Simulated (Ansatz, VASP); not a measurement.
# HfSiO4 (HfSiO4 (I4_1/amd)) in two plane-wave programs

Aim: how closely do two programs agree when they are given the same cell, functional and k mesh? The cell is taken from a series of runs on this material, whose earlier steps may have relaxed, scaled, displaced or heated it; both programs get it as it stands.

Calculated with Ansatz 0.2.0; plane waves, with VASP 6.6.1 beside it; relaxation of cell and atoms at r2SCAN.

## Step 1: Set-up

Symmetry: I4_1/amd, No. 141, tetragonal system. The conventional cell has a = 6.553 Å, b = 6.553 Å, c = 5.964 Å, α = 90.00°, β = 90.00°, γ = 90.00°. Nearest to Hf lie 8 O at 2.10 to 2.26 Å. Nearest to Si lie 4 O at 1.62 Å. Nearest to O lie 1 Si at 1.62 Å and 2 Hf at 2.10 to 2.26 Å. Farther neighbours and most contacts between anions are not listed.

Coordinates:

```cif
data_structure
_symmetry_space_group_name_H-M 'P 1'
_symmetry_Int_Tables_number 1
_cell_length_a 5.5107
_cell_length_b 5.5107
_cell_length_c 5.5107
_cell_angle_alpha 107.030
_cell_angle_beta 107.030
_cell_angle_gamma 114.472
_cell_volume 128.08
loop_
_atom_site_label
_atom_site_type_symbol
_atom_site_fract_x
_atom_site_fract_y
_atom_site_fract_z
_atom_site_occupancy
Hf1 Hf 0.00000 0.00000 0.00000 1
Hf2 Hf 0.75000 0.25000 0.50000 1
Si3 Si 0.25000 0.75000 0.50000 1
Si4 Si 0.50000 0.50000 0.00000 1
O5 O 0.13409 0.31920 0.81489 1
O6 O 0.06920 0.75431 0.68511 1
O7 O 0.06920 0.38409 0.31489 1
O8 O 0.50431 0.31920 0.18511 1
O9 O 0.68080 0.49569 0.81489 1
O10 O 0.61591 0.93080 0.68511 1
O11 O 0.24569 0.93080 0.31489 1
O12 O 0.68080 0.86591 0.18511 1
```

## Step 2: VASP: relaxation of cell and atoms, r2SCAN

The relaxed volume is the usual yardstick between codes: in a stiff, nearly cubic crystal its relative difference is about their pressure difference at one cell divided by the bulk modulus.

Lines of VASP's logs that name or quote its potential files are left out, and so is its time.

Input file INCAR:

```
SYSTEM = HfSiO4
PREC = Accurate
ENCUT = 660
EDIFF = 1E-07
NELM = 120
ISMEAR = -1
SIGMA = 0.01
LREAL = .FALSE.
ALGO = Normal
METAGGA = R2SCAN
LASPH = .TRUE.
NBANDS = 50
LORBIT = 11
LWAVE = .FALSE.
LCHARG = .FALSE.
ISIF = 3
IBRION = 2
NSW = 80
EDIFFG = -0.005
GGA_COMPAT = .FALSE.
NELMIN = 4
EFERMI = MIDGAP
LMIXTAU = .TRUE.
KPAR = 2
```

Input file POSCAR:

```
HfSiO4
1.0
   -3.2767020000      3.2767020000      2.9822470000
    3.2767020000     -3.2767020000      2.9822470000
    3.2767020000      3.2767020000     -2.9822470000
Hf Si O
2 2 8
Direct
    0.0000000838      1.0000000000      0.0000000838
    0.7500000838      0.2500000000      0.5000000838
    0.2500000838      0.7500000000      0.5000000838
    0.5000000838      0.5000000000      0.0000000838
    0.1340876385      0.3192007989      0.8148868396
    0.0692008827      0.7543140431      0.6851133280
    0.0692008827      0.3840875547      0.3148868396
    0.5043141269      0.3192007989      0.1851133280
    0.6807992849      0.4956859569      0.8148868396
    0.6159125291      0.9307992011      0.6851133280
    0.2456860407      0.9307992011      0.3148868396
    0.6807992849      0.8659124453      0.1851133280
```

Input file KPOINTS:

```
Automatic mesh
0
Gamma
6 6 6
0 0 0
```

Potentials, in the order of the species: Hf_pv, Si and O (PBE family, release 64).

Launch:

```
$ mpirun -np 2 vasp_std
```

Numbers of over 12 decimals in the logs are rounded to 6 here.

The log of the run:

```text
[banner, memory and clock lines left out]
running    2 mpi-ranks, on    1 nodes
 distrk:  each k-point on    1 cores,    2 groups
 distr:  one band on    1 cores,    1 groups

 POSCAR found type information on POSCAR HfSiO
 POSCAR found :  3 types and      12 ions
|                                                                             |
|               ----> ADVICE to this user running VASP <----                  |
|                                                                             |
|     You enforced a specific xc type in the INCAR file but a different       |
|     [... a line on the potential file left out ...]
|     I HOPE YOU KNOW WHAT YOU ARE DOING!                                     |
|                                                                             |

 LDA part: xc-table for (None), standard interpolation
 POSCAR, INCAR and KPOINTS ok, starting setup
 FFT: planning ... GRIDC
 FFT: planning ... GRID_SOFT
 FFT: planning ... GRID
 WAVECAR not read
 entering main loop
       N       E                     dE             d eps       ncg     rms          rms(c)
DAV:   1     0.424869739580E+03    0.42487E+03   -0.49669E+04  3000   0.184E+03
DAV:   2    -0.202829021493E+03   -0.62770E+03   -0.61004E+03  3668   0.414E+02
DAV:   3    -0.236221273654E+03   -0.33392E+02   -0.33233E+02  3624   0.898E+01
DAV:   4    -0.236642751046E+03   -0.42148E+00   -0.42089E+00  3896   0.109E+01
DAV:   5    -0.236648055117E+03   -0.53041E-02   -0.53019E-02  3752   0.114E+00    0.787E+01
DAV:   6    -0.201801739588E+03    0.34846E+02   -0.41557E+01  3518   0.299E+01    0.595E+01
DAV:   7    -0.197746872585E+03    0.40549E+01   -0.61421E+00  3738   0.149E+01    0.292E+01
DAV:   8    -0.208138069745E+03   -0.10391E+02   -0.44001E+00  3492   0.130E+01    0.654E+00
DAV:   9    -0.194249549826E+03    0.13889E+02   -0.45220E+00  3264   0.103E+01    0.713E+00
DAV:  10    -0.197563409678E+03   -0.33139E+01   -0.22644E+00  3396   0.836E+00    0.307E+00
DAV:  11    -0.197690785303E+03   -0.12738E+00   -0.59978E-02  3440   0.160E+00    0.167E+00
DAV:  12    -0.197647064419E+03    0.43721E-01   -0.56624E-02  3110   0.193E+00    0.207E-01
DAV:  13    -0.197707693925E+03   -0.60630E-01   -0.38637E-02  3100   0.160E+00    0.335E-01
DAV:  14    -0.197706504896E+03    0.11890E-02   -0.10648E-03  3680   0.236E-01    0.377E-01
DAV:  15    -0.197710374518E+03   -0.38696E-02   -0.32154E-03  3116   0.420E-01    0.370E-01
DAV:  16    -0.197710565126E+03   -0.19061E-03   -0.24715E-04  3380   0.132E-01    0.135E-01
DAV:  17    -0.197710738407E+03   -0.17328E-03   -0.12040E-04  3294   0.889E-02    0.970E-02
DAV:  18    -0.197710704687E+03    0.33721E-04   -0.56634E-05  3246   0.605E-02    0.627E-02
DAV:  19    -0.197710771063E+03   -0.66376E-04   -0.39046E-05  3138   0.479E-02    0.239E-02
DAV:  20    -0.197710771655E+03   -0.59153E-06   -0.63515E-06  3760   0.126E-02    0.123E-02
DAV:  21    -0.197710772161E+03   -0.50614E-06   -0.12969E-06  3274   0.834E-03    0.162E-03
DAV:  22    -0.197710773580E+03   -0.14194E-05   -0.42253E-07  3034   0.510E-03    0.125E-03
DAV:  23    -0.197710773477E+03    0.10273E-06   -0.61411E-08  2020   0.179E-03    0.324E-04
DAV:  24    -0.197710773529E+03   -0.51445E-07   -0.10429E-08  1692   0.714E-04
   1 F= -.19771077E+03 E0= -.19771077E+03  d E =-.197711E+03
[...]
2 F= -.19771074E+03 E0= -.19771074E+03  d E =0.291492E-04
[...]
3 F= -.19771080E+03 E0= -.19771080E+03  d E =-.292436E-04
[...]
4 F= -.19771080E+03 E0= -.19771080E+03  d E =-.287129E-04
[...]
5 F= -.19771081E+03 E0= -.19771081E+03  d E =-.125091E-04
[...]
6 F= -.19771081E+03 E0= -.19771081E+03  d E =-.126568E-04
 curvature:  -0.41 expect dE=-0.778E-05 dE for cont linesearch -0.634E-07
 trial: gam= 0.73167 g(F)=  0.185E-04 g(S)=  0.593E-06 ort =-0.231E-05 (trialstep = 0.876E+00)
 search vector abs. value=  0.341E-04
 bond charge predicted
       N       E                     dE             d eps       ncg     rms          rms(c)
DAV:   1    -0.197710818396E+03   -0.34118E-05   -0.73908E-03  3036   0.426E-01    0.369E-02
DAV:   2    -0.197710827415E+03   -0.90193E-05   -0.14807E-04  3588   0.600E-02    0.267E-02
DAV:   3    -0.197710825157E+03    0.22588E-05   -0.32801E-06  3888   0.141E-02    0.132E-02
DAV:   4    -0.197710826094E+03   -0.93745E-06   -0.41242E-06  3156   0.118E-02    0.432E-03
DAV:   5    -0.197710826253E+03   -0.15869E-06   -0.31352E-06  3078   0.138E-02    0.163E-03
DAV:   6    -0.197710827010E+03   -0.75709E-06   -0.18302E-06  3086   0.975E-03    0.985E-04
DAV:   7    -0.197710827414E+03   -0.40442E-06   -0.16979E-07  2396   0.273E-03    0.310E-04
DAV:   8    -0.197710827424E+03   -0.98662E-08   -0.12221E-08  1698   0.733E-04
   7 F= -.19771083E+03 E0= -.19771083E+03  d E =-.125255E-04
 trial-energy change:   -0.000013  1 .order   -0.000006   -0.000015    0.000003
 step:   0.8215(harm=  0.7135)  dis= 0.00035  next Energy=  -197.710828 (dE=-0.126E-04)
 reached required accuracy - stopping structural energy minimisation
```

From OUTCAR (step 2):

```text
ion  position               nearest neighbor table
   1  0.000  0.000  0.000-  11 2.10   7 2.10   6 2.10  10 2.10   8 2.26   5 2.26   9 2.26  12 2.26
                             4 2.98   4 2.98   2 3.60   2 3.60   2 3.60   2 3.60
   2  0.750  0.250  0.500-   5 2.10   9 2.10  12 2.10   8 2.10  10 2.26  11 2.26   7 2.26   6 2.26
                             3 2.98   3 2.98   1 3.60   1 3.60   1 3.60   1 3.60
   3  0.250  0.750  0.500-  10 1.62   7 1.62   6 1.62  11 1.62   2 2.98   2 2.98
   4  0.500  0.500  0.000-   8 1.62  12 1.62   9 1.62   5 1.62   1 2.98   1 2.98
   5  0.134  0.319  0.815-   4 1.62   2 2.10   1 2.26
   6  0.069  0.754  0.685-   3 1.62   1 2.10   2 2.26
   7  0.069  0.384  0.315-   3 1.62   1 2.10   2 2.26
   8  0.504  0.319  0.185-   4 1.62   2 2.10   1 2.26
   9  0.681  0.496  0.815-   4 1.62   2 2.10   1 2.26
  10  0.616  0.931  0.685-   3 1.62   1 2.10   2 2.26
  11  0.246  0.931  0.315-   3 1.62   1 2.10   2 2.26
  12  0.681  0.866  0.185-   4 1.62   2 2.10   1 2.26

  LATTYP: Found a body centered tetragonal cell.
 ALAT       =     6.5534040000
 C/A-ratio  =     0.9101367778

 Subroutine GETGRP returns: Found 16 space group operations
 (whereof  8 operations were pure point group operations)

The static configuration has the point symmetry D_2d.
 The point group associated with its full space group is D_4h.

 Found     30 irreducible k-points:

   k-points           NKPTS =     30   k-points in BZ     NKDIM =     30   number of bands    NBANDS=     50

   dimension x,y,z NGX =    48 NGY =   48 NGZ =   48
   dimension x,y,z NGXF=    96 NGYF=   96 NGZF=   96

   ENCUT  =  660.0 eV  48.51 Ry    6.96 a.u.  11.54 11.54 11.54*2*pi/ulx,y,z

   NELECT =      76.0000    total number of electrons

 k-points in reciprocal lattice and weights: Automatic mesh
   0.00000000  0.00000000  0.00000000       0.005
   0.16666667  0.00000000 -0.00000000       0.037
   0.33333333  0.00000000 -0.00000000       0.037
   0.50000000  0.00000000 -0.00000000       0.019
   0.16666667  0.16666667 -0.00000000       0.037
   0.33333333  0.16666667 -0.00000000       0.074
   0.50000000  0.16666667 -0.00000000       0.074
  -0.33333333  0.16666667  0.00000000       0.074
  -0.16666667  0.16666667  0.00000000       0.019
[...]
-0.33333333 -0.33333333  0.33333333       0.009
   0.50000000  0.50000000  0.50000000       0.005

 average (electrostatic) potential at core
       1 -43.4671       2 -43.4671       3 -87.3148       4 -87.3148       5 -74.0177
       6 -74.0177       7 -74.0177       8 -74.0177       9 -74.0177      10 -74.0177
      11 -74.0177      12 -74.0177

 E-fermi :   5.9553

 k-point     1 :       0.0000    0.0000    0.0000
  band No.  band energies     occupation
    ...
     34       2.2538      2.00000
     35       2.3502      2.00000
     36       2.3505      2.00000
     37       2.3505      2.00000
     38       2.9335      2.00000
     39       9.3584      0.00000
     40       9.6457      0.00000
     41       9.7921      0.00000
     42       9.7921      0.00000
     43       9.9373      0.00000
    ...

 k-point     2 :       0.1667    0.0000   -0.0000
  band No.  band energies     occupation
    ...
     34       2.0481      2.00000
     35       2.2682      2.00000
     36       2.3788      2.00000
     37       2.4905      2.00000
     38       2.8743      2.00000
     39       9.3052      0.00000
     40       9.5635      0.00000
     41       9.7534      0.00000
     42       9.9213      0.00000
     43      10.3915      0.00000
    ...

 k-point     3 :       0.3333    0.0000   -0.0000
  band No.  band energies     occupation
    ...
     34       1.8687      2.00000
     35       2.1446      2.00000
     36       2.2050      2.00000
     37       2.6276      2.00000
     38       2.7710      2.00000
     39       9.2295      0.00000
     40       9.4589      0.00000
     41       9.8954      0.00000
     42      10.1867      0.00000
     43      10.6861      0.00000
    ...

  Total       -0.0098787     -0.0098787      0.0132625      0.0000000      0.0000000      0.0000000
  in kB       -0.1236467     -0.1236467      0.1660002      0.0000000      0.0000000      0.0000000
  external PRESSURE =      -0.0270978 kB  Pullay stress =       0.0000000 kB

  energy-cutoff  :      660.00
  volume of cell :      128.01
      direct lattice vectors                 reciprocal lattice vectors
    -3.276217995  3.276217995  2.981413380     0.000000000  0.152614997  0.167705694
     3.276217995 -3.276217995  2.981413380     0.152614997  0.000000000  0.167705694
     3.276217995  3.276217995 -2.981413380     0.152614997  0.152614997  0.000000000

 POSITION                                       TOTAL-FORCE (eV/Angst)
 -----------------------------------------------------------------------------------
      3.27622     -3.27622      2.98141         0.000000      0.000000      0.000000
      0.00000      3.27622      1.49071         0.000000      0.000000      0.000000
      3.27622      0.00000      1.49071         0.000000      0.000000      0.000000
     -0.00000      0.00000      2.98141         0.000000      0.000000      0.000000
      3.27622      2.06265     -1.07745         0.000000      0.000282     -0.001142
      4.48979      0.00000      0.41326        -0.000282      0.000000     -0.001142
      2.06265      0.00000      0.41326         0.000282      0.000000     -0.001142
      0.00000      1.21357      1.90397        -0.000000     -0.000282     -0.001142
      2.06265      3.27622      1.07745         0.000282      0.000000      0.001142
      3.27622      1.21357      2.56815        -0.000000     -0.000282      0.001142
      3.27622     -1.21357      2.56815         0.000000      0.000282      0.001142
      1.21357      0.00000      4.05886        -0.000282     -0.000000      0.001142
 -----------------------------------------------------------------------------------
    total drift:                               -0.000000     -0.002610      0.000251

  FREE ENERGIE OF THE ION-ELECTRON SYSTEM (eV)
  ---------------------------------------------------
  free  energy   TOTEN  =      -197.7108274240 eV

  energy  without entropy=     -197.7108274240  energy(sigma->0) =     -197.71082742

 reached required accuracy - stopping structural energy minimisation

 total charge
# of ion       s       p       d       tot
------------------------------------------
    1        0.296   6.601   1.337   8.234
    2        0.296   6.601   1.337   8.234
    3        0.658   1.023   0.000   1.681
    4        0.658   1.023   0.000   1.681
    5        1.559   3.655   0.000   5.213
    6        1.559   3.655   0.000   5.213
    7        1.559   3.655   0.000   5.213
    8        1.559   3.655   0.000   5.213
    9        1.559   3.655   0.000   5.213
   10        1.559   3.655   0.000   5.213
   11        1.559   3.655   0.000   5.213
   12        1.559   3.655   0.000   5.213
--------------------------------------------------
tot         14.376  44.486   2.675  61.537

[... 3 further parts left out ...]
```

CONTCAR:

```
HfSiO4
   1.00000000000000
    -3.2762179949834898    3.2762179949834898    2.9814133802381084
     3.2762179949834898   -3.2762179949834898    2.9814133802381084
     3.2762179949834898    3.2762179949834898   -2.9814133802381084
  Hf              Si              O
     2     2     8
Direct
     0.0000000838000034    1.0000000000000000    0.0000000838000034
     0.7500000838000034    0.2500000000000000    0.5000000838000034
     0.2500000838000034    0.7500000000000000    0.5000000838000034
     0.5000000838000034    0.5000000000000000    0.0000000838000034
     0.1340969709369828    0.3193060129986526    0.8147909579383301
     0.0693060967986560    0.7545151388603257    0.6852092096616695
     0.0693060967986560    0.3840968871369865    0.3147909579383302
     0.5045152226603220    0.3193060129986526    0.1852092096616695
     0.6806940708013439    0.4954848611396742    0.8147909579383301
     0.6159031966630170    0.9306939870013476    0.6852092096616695
     0.2454849449396776    0.9306939870013476    0.3147909579383302
     0.6806940708013439    0.8659031128630136    0.1852092096616695
```

The run keeps the 16 symmetry operations of its start, so it cannot find a distortion of lower symmetry.

(Part 1 of 2 ends here.)

[Lines on the potential files, build, host, timing and source positions are cut from VASP's logs without a mark.]

[Logs are printed without paths, hosts, clocks, repeated set-up lines and the standing remarks that a program may print on its own settings, such as how far it seeks lower states.]

[Hosts, paths, dates, database ids (printed as entryN), source tags and the programs' standing remarks are cut or masked in the printed files.]
